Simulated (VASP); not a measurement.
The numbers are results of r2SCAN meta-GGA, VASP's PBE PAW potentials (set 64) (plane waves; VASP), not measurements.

The input files of a VASP run:

File KPOINTS_OPT:
```
k-points along high-symmetry lines
10
Line-mode
Reciprocal
  0.000000   0.000000   0.000000 ! GAMMA
  0.500000   0.000000   0.500000 ! X

  0.500000   0.000000   0.500000 ! X
  0.625000   0.250000   0.625000 ! U

  0.375000   0.375000   0.750000 ! K
  0.000000   0.000000   0.000000 ! GAMMA

  0.000000   0.000000   0.000000 ! GAMMA
  0.500000   0.500000   0.500000 ! L

  0.500000   0.500000   0.500000 ! L
  0.500000   0.250000   0.750000 ! W

  0.500000   0.250000   0.750000 ! W
  0.500000   0.000000   0.500000 ! X
```

**INCAR**
```
! general
SYSTEM   =  NbTe
PREC     =  Accurate
ENCUT    =  400
LREAL    =  .False.
LASPH    =  .True.

! electronic loop
EDIFF    =  1E-7
NELM     =  100
ALGO     =  Normal
LMAXMIX  =  4
LMIXTAU  =  .True.

! smearing
ISMEAR   =  -5

! functional
METAGGA  =  R2SCAN

! ions
ISIF     =  2

! output
LWAVE    =  .False.
LCHARG   =  .False.
LORBIT   =  11
NEDOS    =  601
```

**POSCAR**
```
NbTe
1
   -0.0000000000     2.8411366438     2.8411366438
    2.8411366438     0.0000000000     2.8411366438
    2.8411366438     2.8411366438    -0.0000000000
Nb Te
1 1
Direct
  0.0000000000   0.0000000000   0.0000000000
  0.5000000000   0.5000000000   0.5000000000
```

KPOINTS:
```
Automatic mesh
0
Gamma
12 12 12
0 0 0
```

POTCAR, in this order: Nb_sv Te (PBE.64 set). Program: vasp_std.

The run wrote:

OSZICAR:
```
       N       E                     dE             d eps       ncg     rms          rms(c)
DAV:   1     0.849363515709E+02    0.84936E+02   -0.84470E+03  1872   0.113E+03
DAV:   2    -0.489113805675E+02   -0.13385E+03   -0.13173E+03  2377   0.371E+02
DAV:   3    -0.563248128920E+02   -0.74134E+01   -0.72580E+01  3070   0.706E+01
DAV:   4    -0.566864080609E+02   -0.36160E+00   -0.35186E+00  2690   0.149E+01
DAV:   5    -0.567056813554E+02   -0.19273E-01   -0.18863E-01  3093   0.285E+00    0.920E+00
DAV:   6    -0.490917210172E+02    0.76140E+01   -0.47180E+00  2964   0.252E+01    0.390E+00
DAV:   7    -0.494995531256E+02   -0.40783E+00   -0.89394E-01  2237   0.905E+00    0.232E+00
DAV:   8    -0.491432261469E+02    0.35633E+00   -0.77908E-01  2082   0.810E+00    0.956E-01
DAV:   9    -0.493726877554E+02   -0.22946E+00   -0.52377E-02  2417   0.254E+00    0.489E-01
DAV:  10    -0.494382801972E+02   -0.65592E-01   -0.80885E-03  2267   0.959E-01    0.410E-01
DAV:  11    -0.494929548105E+02   -0.54675E-01   -0.81037E-03  2132   0.871E-01    0.301E-01
DAV:  12    -0.495560817335E+02   -0.63127E-01   -0.34347E-02  2187   0.173E+00    0.981E-02
DAV:  13    -0.495625689839E+02   -0.64873E-02   -0.12601E-02  2806   0.963E-01    0.122E-01
DAV:  14    -0.495624541774E+02    0.11481E-03   -0.11095E-03  2277   0.264E-01    0.348E-02
DAV:  15    -0.495620279074E+02    0.42627E-03   -0.91229E-04  2402   0.296E-01    0.135E-01
DAV:  16    -0.495625472139E+02   -0.51931E-03   -0.72464E-04  2182   0.274E-01    0.243E-02
DAV:  17    -0.495625902073E+02   -0.42993E-04   -0.46541E-05  2162   0.890E-02    0.208E-02
DAV:  18    -0.495625784102E+02    0.11797E-04   -0.56731E-06  2769   0.232E-02    0.188E-02
DAV:  19    -0.495625744007E+02    0.40095E-05   -0.67638E-07  2595   0.781E-03    0.170E-02
DAV:  20    -0.495625834815E+02   -0.90808E-05   -0.11254E-06  2341   0.787E-03    0.212E-02
DAV:  21    -0.495625799271E+02    0.35544E-05   -0.78688E-06  2324   0.259E-02    0.780E-03
DAV:  22    -0.495625795318E+02    0.39528E-06   -0.94712E-07  2697   0.966E-03    0.523E-03
DAV:  23    -0.495625797300E+02   -0.19817E-06   -0.25383E-08  1196   0.174E-03    0.554E-03
DAV:  24    -0.495625805533E+02   -0.82326E-06   -0.10245E-07  1111   0.391E-03    0.140E-03
DAV:  25    -0.495625811410E+02   -0.58776E-06   -0.34169E-08  1036   0.264E-03    0.581E-04
DAV:  26    -0.495625809799E+02    0.16114E-06   -0.92858E-09  1031   0.165E-03    0.441E-04
DAV:  27    -0.495625816246E+02   -0.64471E-06   -0.21471E-08  1021   0.171E-03    0.221E-04
DAV:  28    -0.495625815626E+02    0.62038E-07   -0.52236E-09  1026   0.117E-03
   1 F= -.49562582E+02 E0= -.49562582E+02  d E =0.000000E+00
       N       E                     dE             ncg
```

**OUTCAR**
```
------------------------ aborting loop because EDIFF is reached ----------------------------------------
  FORCE on cell =-STRESS in cart. coord.  units (eV):
  Direction    XX          YY          ZZ          XY          YZ          ZX
  --------------------------------------------------------------------------------------
  Total       -0.0417298     -0.0417298     -0.0417298      0.0000000     -0.0000000      0.0000000
  in kB       -1.4576403     -1.4576403     -1.4576403      0.0000000     -0.0000000      0.0000000
  external PRESSURE =      -1.4576403 kB  Pullay stress =       0.0000000 kB
  volume of cell :       45.87
      direct lattice vectors                 reciprocal lattice vectors
     0.000000000  2.841136644  2.841136644    -0.175985904  0.175985904  0.175985904
     2.841136644  0.000000000  2.841136644     0.175985904 -0.175985904  0.175985904
     2.841136644  2.841136644  0.000000000     0.175985904  0.175985904 -0.175985904
 POSITION                                       TOTAL-FORCE (eV/Angst)
 -----------------------------------------------------------------------------------
      0.00000      0.00000      0.00000         0.000000      0.000000     -0.000000
      2.84114      2.84114      2.84114         0.000000      0.000000      0.000000
 -----------------------------------------------------------------------------------
    total drift:                               -0.000000      0.000000      0.000000
  FREE ENERGIE OF THE ION-ELECTRON SYSTEM (eV)
  ---------------------------------------------------
  free  energy   TOTEN  =       -49.5625815626 eV

  energy  without entropy=      -49.5625815626  energy(sigma->0) =      -49.56258156

 total charge

# of ion       s       p       d       tot
------------------------------------------
    1        2.111   5.953   2.601  10.665
    2        1.335   2.127   0.111   3.573
--------------------------------------------------
tot          3.446   8.081   2.712  14.239
```
(Selected blocks of OUTCAR.)

For a metal the tetrahedron method with Blöchl corrections gives inexact stress and forces.

The structure was generated: NbTe was put into the rock salt type (Fm-3m), which need not be its known phase. It was relaxed first, which changed the volume by -34 %. The electron count is odd and the run is not spin-polarised, which forces a metal. VASP warned that the highest band is occupied, so more bands are needed.
